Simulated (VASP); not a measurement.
An input for Quantum ESPRESSO's pw.x (written as the equivalent of a VASP run, and not itself run):

```
&CONTROL
  calculation = 'vc-relax'
  pseudo_dir = './pseudo'
  outdir = './out'
  tprnfor = .true.
  tstress = .true.
  nstep = 40
  forc_conv_thr = 0.00078
/
&SYSTEM
  ibrav = 0
  nat = 2
  ntyp = 1
  ecutwfc = 58
  occupations = 'smearing'
  smearing = 'methfessel-paxton'
  degauss = 0.00735
  input_dft = 'pbesol'
/
&ELECTRONS
  conv_thr = 7.3e-08
  electron_maxstep = 100
/
&IONS
/
&CELL
  press = 200
/
ATOMIC_SPECIES
  Hf 178.490 Hf.upf
CELL_PARAMETERS angstrom
     1.5041223   -2.6052163    0.0000000
     1.5041223    2.6052163   -0.0000000
     0.0000000   -0.0000000    4.7891492
ATOMIC_POSITIONS crystal
  Hf   0.3333330  0.6666670  0.2500000
  Hf   0.6666670  0.3333330  0.7500000
K_POINTS automatic
  14 14 8 0 0 0
```

Question: Translate this input to VASP (INCAR, KPOINTS, POSCAR, choice of POTCAR).

Answer: One answer among several that fit: 
File POSCAR:
```
Hf
1
    1.5041223484    -2.6052162710     0.0000000000
    1.5041223484     2.6052162710    -0.0000000000
    0.0000000000    -0.0000000000     4.7891492106
Hf
2
Direct
  0.3333330000   0.6666670000   0.2500000000
  0.6666670000   0.3333330000   0.7500000000
```

File KPOINTS:
```
kpoints
0
Gamma
14 14 8
```

**INCAR**
```
LCHARG = .False.
EDIFF = 1E-6
LREAL = .False.
IBRION = 2
LMAXMIX = 6   ! l cut-off of mixed one-centre charges
PREC = Accurate
ISIF = 3   ! ions, shape and volume
NELM = 100   ! most electronic steps
PSTRESS = 200   ! kbar
EDIFFG = -0.02   ! ionic stop
GGA = PS   ! PBEsol
NSW = 40
SIGMA = 0.1
LWAVE = .False.
ALGO = Normal
ENCUT = 500   ! plane-wave cut-off (eV)
SYSTEM = Hf
ISMEAR = 1   ! Methfessel-Paxton
LASPH = .True.
```

POTCAR, in this order: Hf_pv (PBE.64 set). Program: vasp_std.

The two are equivalent in intent, not identical: the potentials are each code's own (VASP's PAW set, PseudoDojo norm-conserving files in pw.x), so ENCUT and ecutwfc are chosen apart and not converted; conv_thr bounds pw.x's estimated SCF error, while EDIFF bounds the energy change between steps; forc_conv_thr acts on force components and is met together with etot_conv_thr.

The compound is Hf in the hcp structure. It was relaxed first under an external pressure of 20 GPa.
